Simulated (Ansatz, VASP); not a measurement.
# Cross-check of GaN between VASP and Ansatz, part 2 of 3

Wanted: the spread between two codes on one cell, functional and k mesh. The cell is taken from a series of runs on this material, whose earlier steps may have relaxed, scaled, displaced or heated it; both programs get it as it stands.

VASP 6.6.1 and Ansatz 0.2.0.

So far: The structure; Ansatz: zone-centre phonons, LDA.

### 3. VASP: zone-centre phonons, LDA

Level of this step: LDA; plane waves and PAW (N, Ga_d) (VASP).

The same cell, functional (in two slightly different forms) and mesh now go to VASP, with its own data sets.

Lines of VASP's logs that name or quote its potential files are left out, and so is its time.

INCAR reads:

```
SYSTEM = GaN
PREC = Accurate
ENCUT = 600
EDIFF = 1E-08
NELM = 120
ISMEAR = 0
SIGMA = 0.01
LREAL = .FALSE.
ALGO = Normal
GGA = PW92
NBANDS = 24
LORBIT = 11
LWAVE = .FALSE.
LCHARG = .FALSE.
ISIF = 2
IBRION = 8
LEPSILON = .TRUE.
LASPH = .TRUE.
GGA_COMPAT = .FALSE.
EFERMI = MIDGAP
KPAR = 2
```

POSCAR reads:

```
GaN
1.0
    3.0645088583      0.0000000000      0.0000000000
   -1.5322544291      2.6539425214      0.0000000000
    0.0000000000      0.0000000000      4.9999040012
N Ga
2 2
Direct
    0.3333333334      0.6666666668      0.3754866682
    0.6666666668      0.3333333334      0.8754866682
    0.3333333334      0.6666666668      0.9995133318
    0.6666666668      0.3333333334      0.4995133318
```

KPOINTS reads:

```
Automatic mesh
0
Gamma
15 15 8
0 0 0
```

PAW data sets: N and Ga_d (LDA family, release 64).

Command:

```sh
> mpirun -np 2 vasp_std
```

What it wrote:

```text
[banner, memory and clock lines left out]
running    2 mpi-ranks, on    1 nodes
 distrk:  each k-point on    1 cores,    2 groups
 distr:  one band on    1 cores,    1 groups

 POSCAR found type information on POSCAR N Ga
 POSCAR found :  2 types and       4 ions
|                                                                             |
|               ----> ADVICE to this user running VASP <----                  |
|                                                                             |
|     You enforced a specific xc type in the INCAR file but a different       |
|     [... a line on the potential file left out ...]
|     I HOPE YOU KNOW WHAT YOU ARE DOING!                                     |
|                                                                             |

 LDA part: xc-table for (Slater(with rela. corr.)+PW92), standard interpolation
 POSCAR, INCAR and KPOINTS ok, starting setup
 FFT: planning ... GRIDC
 FFT: planning ... GRID_SOFT
 FFT: planning ... GRID
 WAVECAR not read
 entering main loop
       N       E                     dE             d eps       ncg     rms          rms(c)
DAV:   1     0.282775205808E+03    0.28278E+03   -0.19682E+04  7120   0.314E+03
DAV:   2     0.954371692270E+00   -0.28182E+03   -0.26941E+03  7080   0.549E+02
DAV:   3    -0.313328803583E+02   -0.32287E+02   -0.32022E+02  7648   0.148E+02
DAV:   4    -0.322436256863E+02   -0.91075E+00   -0.90914E+00  7888   0.272E+01
DAV:   5    -0.322599513624E+02   -0.16326E-01   -0.16320E-01  7856   0.340E+00    0.113E+01
DAV:   6    -0.277069090681E+02    0.45530E+01   -0.12818E+01 11264   0.598E+01    0.314E+00
DAV:   7    -0.277562306757E+02   -0.49322E-01   -0.17059E+00  7208   0.938E+00    0.269E+00
DAV:   8    -0.277151729877E+02    0.41058E-01   -0.26110E-01 11016   0.732E+00    0.955E-01
DAV:   9    -0.276927779923E+02    0.22395E-01   -0.94817E-02 11232   0.542E+00    0.239E-01
DAV:  10    -0.276935810442E+02   -0.80305E-03   -0.49605E-03  7608   0.676E-01    0.842E-02
DAV:  11    -0.276933391470E+02    0.24190E-03   -0.11217E-03 10744   0.629E-01    0.108E-02
DAV:  12    -0.276933486065E+02   -0.94594E-05   -0.11239E-04  7088   0.102E-01    0.985E-03
DAV:  13    -0.276933473883E+02    0.12182E-05   -0.12259E-05  9000   0.265E-02    0.273E-03
DAV:  14    -0.276933474447E+02   -0.56422E-07   -0.97288E-07  7760   0.754E-03    0.586E-04
DAV:  15    -0.276933474512E+02   -0.65020E-08   -0.59732E-08  8016   0.199E-03
   1 F= -.27693347E+02 E0= -.27693347E+02  d E =0.000000E+00
 Linear response reoptimize wavefunctions to high precision
DAV:   1    -0.276933474503E+02    0.84947E-09   -0.93499E-09  6352   0.872E-04
DAV:   2    -0.276933474505E+02   -0.12278E-09   -0.81773E-10  4096   0.209E-04
DAV:   3    -0.276933474505E+02   -0.13642E-10   -0.82664E-11  3712   0.824E-05
 Linear response G [H, r] |phi>, progress :
  Direction:   1
       N       E                     dE             d eps       ncg     rms
RMM:   1    -0.944280838900E+02   -0.94428E+02    0.43062E+01  7912   0.373E+02
 LRF_COMMUTATOR internal error: the vector H(1)-e(1) S(1) |phi(0)> is not orthog
 onal to |phi(0)> (-1.105886409755313E-004,-4.739264536368637E-015)
 LRF_COMMUTATOR internal error: the vector H(1)-e(1) S(1) |phi(0)> is not orthog
 onal to |phi(0)> (1.105886346396308E-004,6.817463260588852E-015)
 LRF_COMMUTATOR internal error: the vector H(1)-e(1) S(1) |phi(0)> is not orthog
 onal to |phi(0)> (-1.054231052359939E-004,-2.359223927328458E-016)
 LRF_COMMUTATOR internal error: the vector H(1)-e(1) S(1) |phi(0)> is not orthog
 onal to |phi(0)> (1.054231060362530E-004,-2.223915496202267E-015)
 LRF_COMMUTATOR internal error: the vector H(1)-e(1) S(1) |phi(0)> is not orthog
 onal to |phi(0)> (-1.125861364702635E-004,3.955169525227120E-015)
 LRF_COMMUTATOR internal error: the vector H(1)-e(1) S(1) |phi(0)> is not orthog
 onal to |phi(0)> (1.125861372297879E-004,5.649994361256461E-015)
 LRF_COMMUTATOR internal error: the vector H(1)-e(1) S(1) |phi(0)> is not orthog
 onal to |phi(0)> (-1.100998177577250E-004,1.665334536937735E-015)
 LRF_COMMUTATOR internal error: the vector H(1)-e(1) S(1) |phi(0)> is not orthog
 onal to |phi(0)> (1.100998182248739E-004,2.012279232133096E-016)
 LRF_COMMUTATOR internal error: the vector H(1)-e(1) S(1) |phi(0)> is not orthog
 onal to |phi(0)> (-1.028789935822311E-004,1.054711873393899E-015)
 LRF_COMMUTATOR internal error: the vector H(1)-e(1) S(1) |phi(0)> is not orthog
 onal to |phi(0)> (1.028789955896583E-004,-1.210490041536616E-014)
 LRF_COMMUTATOR internal error: the vector H(1)-e(1) S(1) |phi(0)> is not orthog
 onal to |phi(0)> (-1.029208695656758E-004,7.979727989493313E-016)
 LRF_COMMUTATOR internal error: the vector H(1)-e(1) S(1) |phi(0)> is not orthog
 onal to |phi(0)> (1.029208699830277E-004,-1.356900702909059E-014)
RMM:   2    -0.867519518071E+02    0.76761E+01   -0.26228E+02 11515   0.899E+01
[...]
dielectric tensor                  component  1 :     5.228    -0.161     0.000
 Linear response to external field, progress :
  Direction:   2
       N       E                     dE             d eps       ncg     rms          rms(c)
RMM:   1    -0.720953954660E-01   -0.72095E-01    0.34394E+00 25650   0.978E+00
RMM:   2    -0.480527319636E+00   -0.40843E+00   -0.18252E-01 44776   0.225E+00    0.103E+00
[...]
RMM:   4    -0.232489241300E+00   -0.14245E-02   -0.60327E-04 82900   0.152E-01    0.170E-02
RMM:   5    -0.232507263431E+00   -0.18022E-04   -0.23053E-05 84245   0.359E-02    0.136E-03
RMM:   6    -0.232497284012E+00    0.99794E-05   -0.17755E-06 87065   0.964E-03    0.101E-03
RMM:   7    -0.232476934103E+00    0.20350E-04   -0.25819E-07 82882   0.298E-03    0.559E-04
RMM:   8    -0.232488405973E+00   -0.11472E-04   -0.27288E-08 82341   0.134E-03    0.887E-05
RMM:   9    -0.232489953485E+00   -0.15475E-05   -0.84531E-08 88338   0.446E-04    0.165E-05
RMM:  10    -0.232489780392E+00    0.17309E-06   -0.76348E-08 88213   0.147E-04    0.727E-06
RMM:  11    -0.232489775276E+00    0.51159E-08   -0.20364E-08 90867   0.763E-05    0.242E-06
 first order change of Fermi-energy   0.16406E+00
 force on displaced ion       1 direction 1 : -18.237   0.001  -0.000
 Born effective charge ion    1 direction 1 :  -2.541  -0.000  -0.000
 Linear response progress:
  Degree of freedom:   2/  4
       N       E                     dE             d eps       ncg     rms          rms(c)
RMM:   1    -0.256413810814E+00   -0.25641E+00    0.13680E-01 23741   0.375E+00
RMM:   2    -0.246766479087E+00    0.96473E-02   -0.22944E-02 15696   0.130E+00    0.160E-01
RMM:   3    -0.247032346582E+00   -0.26587E-03   -0.32675E-03 16239   0.473E-01    0.745E-02
RMM:   4    -0.248046272678E+00   -0.10139E-02   -0.81232E-04 17734   0.203E-01    0.199E-02
RMM:   5    -0.248192871693E+00   -0.14660E-03   -0.76718E-05 17244   0.570E-02    0.773E-03
RMM:   6    -0.248255512428E+00   -0.62641E-04   -0.10453E-05 18482   0.180E-02    0.204E-03
RMM:   7    -0.248254070074E+00    0.14424E-05   -0.44794E-06 16346   0.735E-03    0.727E-04
RMM:   8    -0.248250852827E+00    0.32172E-05   -0.86327E-07 17899   0.262E-03    0.252E-04
RMM:   9    -0.248250948226E+00   -0.95400E-07   -0.59920E-07 18311   0.854E-04    0.782E-05
RMM:  10    -0.248250590564E+00    0.35766E-06   -0.16271E-08 18803   0.313E-04    0.172E-05
RMM:  11    -0.248250689125E+00   -0.98560E-07   -0.67712E-08 18625   0.140E-04    0.388E-06
RMM:  12    -0.248250723077E+00   -0.33953E-07   -0.11428E-08 18919   0.765E-05    0.207E-06
RMM:  13    -0.248250715253E+00    0.78243E-08   -0.31935E-08 18301   0.571E-05    0.649E-07
 first order change of Fermi-energy  -0.17454E+00
 force on displaced ion       1 direction 3 :   0.000  -0.000 -23.809
 Born effective charge ion    1 direction 3 :  -0.000  -0.000  -2.670
 Linear response progress:
  Degree of freedom:   3/  4
       N       E                     dE             d eps       ncg     rms          rms(c)
RMM:   1    -0.164759029387E+00   -0.16476E+00    0.35168E-01 57694   0.878E+00
RMM:   2    -0.161664273600E+00    0.30948E-02   -0.52325E-02 82097   0.175E+00    0.629E-02
RMM:   3    -0.161957461649E+00   -0.29319E-03   -0.34865E-03 85404   0.436E-01    0.379E-02
RMM:   4    -0.161692668945E+00    0.26479E-03   -0.41711E-04 88677   0.135E-01    0.509E-03
RMM:   5    -0.161668429833E+00    0.24239E-04   -0.51582E-05 90978   0.427E-02    0.260E-03
RMM:   6    -0.161659529493E+00    0.89003E-05   -0.40348E-05 91401   0.160E-02    0.467E-04
RMM:   7    -0.161656980476E+00    0.25490E-05   -0.15975E-05 93218   0.669E-03    0.271E-04
RMM:   8    -0.161655626919E+00    0.13536E-05   -0.59164E-06 91977   0.297E-03    0.410E-05
RMM:   9    -0.161655160926E+00    0.46599E-06   -0.15109E-06 94057   0.146E-03    0.213E-05
RMM:  10    -0.161654802757E+00    0.35817E-06    0.75103E-07 92519   0.769E-04    0.746E-06
RMM:  11    -0.161654775493E+00    0.27264E-07    0.40236E-07 93798   0.441E-04    0.272E-06
RMM:  12    -0.161654714966E+00    0.60527E-07    0.75355E-07 93567   0.273E-04    0.106E-06
RMM:  13    -0.161654728190E+00   -0.13224E-07    0.38149E-07 92456   0.181E-04    0.921E-07
RMM:  14    -0.161654748427E+00   -0.20237E-07    0.33395E-07 91053   0.129E-04    0.135E-06
RMM:  15    -0.161654757967E+00   -0.95401E-08    0.22540E-07 76433   0.977E-05    0.161E-06
RMM:  16    -0.161654760151E+00   -0.21837E-08    0.18331E-07 63841   0.793E-05    0.174E-06
RMM:  17    -0.161654770502E+00   -0.10352E-07    0.98247E-08 57459   0.680E-05    0.220E-06
RMM:  18    -0.161654771159E+00   -0.65637E-09    0.96203E-08 54913   0.609E-05    0.244E-06
 first order change of Fermi-energy   0.31606E+00
 force on displaced ion       3 direction 1 : -18.020   0.000  -0.000
 Born effective charge ion    3 direction 1 :   2.541  -0.000   0.000
 Linear response progress:
  Degree of freedom:   4/  4
       N       E                     dE             d eps       ncg     rms          rms(c)
RMM:   1    -0.182058456983E+00   -0.18206E+00    0.37657E-01 12358   0.896E+00
RMM:   2    -0.176701704871E+00    0.53568E-02   -0.60950E-02 17109   0.179E+00    0.102E-01
RMM:   3    -0.175894710790E+00    0.80699E-03   -0.21398E-03 18328   0.457E-01    0.465E-02
RMM:   4    -0.175657749437E+00    0.23696E-03    0.31663E-04 18618   0.141E-01    0.232E-02
RMM:   5    -0.175529388307E+00    0.12836E-03    0.67006E-06 18684   0.642E-02    0.439E-03
RMM:   6    -0.175536908503E+00   -0.75202E-05    0.75531E-05 18106   0.214E-02    0.251E-03
RMM:   7    -0.175557617476E+00   -0.20709E-04   -0.60179E-05 19266   0.807E-03    0.619E-04
RMM:   8    -0.175552621259E+00    0.49962E-05    0.50732E-06 17966   0.365E-03    0.124E-04
RMM:   9    -0.175553643362E+00   -0.10221E-05   -0.47136E-06 20015   0.158E-03    0.642E-05
RMM:  10    -0.175552204060E+00    0.14393E-05    0.73555E-06 18987   0.686E-04    0.164E-05
RMM:  11    -0.175552365361E+00   -0.16130E-06    0.50349E-06 19580   0.378E-04    0.958E-06
RMM:  12    -0.175552499774E+00   -0.13441E-06    0.33237E-06 19266   0.222E-04    0.402E-06
RMM:  13    -0.175552747626E+00   -0.24785E-06    0.77987E-07 19905   0.146E-04    0.172E-06
RMM:  14    -0.175552694963E+00    0.52663E-07    0.13043E-06 18835   0.106E-04    0.954E-07
RMM:  15    -0.175552766206E+00   -0.71242E-07    0.54148E-07 18551   0.835E-05    0.778E-07
RMM:  16    -0.175552787157E+00   -0.20951E-07    0.30557E-07 17536   0.706E-05    0.534E-07
RMM:  17    -0.175552805510E+00   -0.18353E-07    0.11134E-07 16232   0.628E-05    0.222E-07
RMM:  18    -0.175552815295E+00   -0.97852E-08    0.48757E-09 16334   0.583E-05    0.193E-07
 first order change of Fermi-energy   0.17437E+00
 force on displaced ion       3 direction 3 :  -0.000  -0.000 -26.113
 Born effective charge ion    3 direction 3 :   0.000  -0.000   2.670
 Born effective charges drift removed
 Linear response finished
```

(Part 2 of 3 ends here.)

[Lines on the potential files, build, host, timing and source positions are cut from VASP's logs without a mark.]

[Logs are printed without paths, hosts, clocks, repeated set-up lines and the standing remarks that a program may print on its own settings, such as how far it seeks lower states.]

[Hosts, paths, dates, database ids (printed as entryN), source tags and the programs' standing remarks are cut or masked in the printed files.]
